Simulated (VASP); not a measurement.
OSZICAR of a VASP run on Cu (fcc):

### OSZICAR
```
       N       E                     dE             d eps       ncg     rms          rms(c)
DAV:   1     0.273272640472E+02    0.27327E+02   -0.56655E+03  3640   0.207E+03
DAV:   2    -0.128862523806E+02   -0.40214E+02   -0.38206E+02  3524   0.201E+02
DAV:   3    -0.133445036632E+02   -0.45825E+00   -0.45758E+00  4117   0.314E+01
DAV:   4    -0.133483789135E+02   -0.38753E-02   -0.38749E-02  4224   0.254E+00
DAV:   5    -0.133484402183E+02   -0.61305E-04   -0.61303E-04  4141   0.263E-01    0.785E+00
DAV:   6    -0.113711594873E+02    0.19773E+01   -0.27088E+01  3719   0.127E+02    0.549E+00
DAV:   7    -0.108333316109E+02    0.53783E+00   -0.56407E+00  3775   0.545E+01    0.585E-01
DAV:   8    -0.108267577747E+02    0.65738E-02   -0.91066E-02  3996   0.706E+00    0.863E-01
DAV:   9    -0.108205162679E+02    0.62415E-02   -0.12476E-01  4486   0.823E+00    0.660E-02
DAV:  10    -0.108213751061E+02   -0.85884E-03   -0.14192E-03  4211   0.542E-01    0.107E-01
DAV:  11    -0.108213416706E+02    0.33435E-04   -0.90487E-04  4786   0.592E-01    0.149E-02
DAV:  12    -0.108213665374E+02   -0.24867E-04   -0.18019E-04  3786   0.266E-01    0.251E-02
DAV:  13    -0.108213698522E+02   -0.33149E-05   -0.89440E-05  3903   0.196E-01    0.196E-03
DAV:  14    -0.108213727065E+02   -0.28543E-05   -0.93832E-07  3361   0.133E-02    0.224E-03
DAV:  15    -0.108213720803E+02    0.62620E-06   -0.10419E-06  1875   0.252E-02
   1 F= -.10124548E+02 E0= -.10124526E+02  d E =-.101245E+02
       N       E                     dE             d eps       ncg     rms          rms(c)
DAV:   1    -0.114209197133E+02   -0.59955E+00   -0.12069E+01  3707   0.873E+01    0.665E+00
DAV:   2    -0.109638625070E+02    0.45706E+00   -0.99846E+00  3696   0.738E+01    0.254E+00
DAV:   3    -0.107958817493E+02    0.16798E+00   -0.16670E+00  3765   0.291E+01    0.101E+00
DAV:   4    -0.107757691981E+02    0.20113E-01   -0.12681E-01  4081   0.530E+00    0.351E-01
DAV:   5    -0.107849698839E+02   -0.92007E-02   -0.38930E-02  3790   0.360E+00    0.737E-02
DAV:   6    -0.107851628932E+02   -0.19301E-03   -0.17554E-03  3891   0.901E-01    0.186E-02
DAV:   7    -0.107851536898E+02    0.92035E-05   -0.44338E-05  3728   0.148E-01    0.320E-03
DAV:   8    -0.107851609229E+02   -0.72332E-05   -0.10302E-05  3611   0.518E-02    0.480E-03
DAV:   9    -0.107851619984E+02   -0.10754E-05   -0.10201E-06  3451   0.196E-02    0.500E-03
DAV:  10    -0.107851624438E+02   -0.44541E-06   -0.32797E-06  1833   0.405E-02
   2 F= -.10123715E+02 E0= -.10123773E+02  d E =0.832797E-03
       N       E                     dE             d eps       ncg     rms          rms(c)
DAV:   1    -0.109742444643E+02   -0.18908E+00   -0.34121E+00  3686   0.501E+01    0.326E+00
DAV:   2    -0.108435418902E+02    0.13070E+00   -0.22236E+00  3714   0.340E+01    0.112E+00
DAV:   3    -0.108127614925E+02    0.30780E-01   -0.37940E-01  3804   0.140E+01    0.577E-01
DAV:   4    -0.108077205657E+02    0.50409E-02   -0.45527E-02  4391   0.358E+00    0.216E-01
DAV:   5    -0.108086654764E+02   -0.94491E-03   -0.74504E-03  3874   0.173E+00    0.220E-02
DAV:   6    -0.108086646639E+02    0.81253E-06   -0.27491E-05  3859   0.729E-02    0.186E-02
DAV:   7    -0.108086705243E+02   -0.58604E-05   -0.11546E-05  3722   0.713E-02    0.699E-03
DAV:   8    -0.108086712993E+02   -0.77495E-06   -0.99594E-06  3486   0.544E-02
   3 F= -.10128987E+02 E0= -.10128997E+02  d E =-.443943E-02
```

### Question
Which electronic solver shows in the log?

### Answer
It is blocked Davidson (ALGO = Normal, or the opening steps of other solvers). The INCAR had ALGO = Normal.

### Question
Can the final energy be trusted as converged?

### Answer
Self-consistency was reached. It stopped with EDIFF = 1E-6, NELM = 100, NSW = 40 and EDIFFG = -0.02 after 3 ionic steps (r2SCAN meta-GGA, plane waves, VASP's PBE PAW potentials (set 64)). Energy and stress use the plane-wave basis of the starting cell.

The compound is Cu in the fcc structure. This run relaxes it under an external pressure of 10 GPa. Symmetry was kept, so distortions that lower it aren't found.
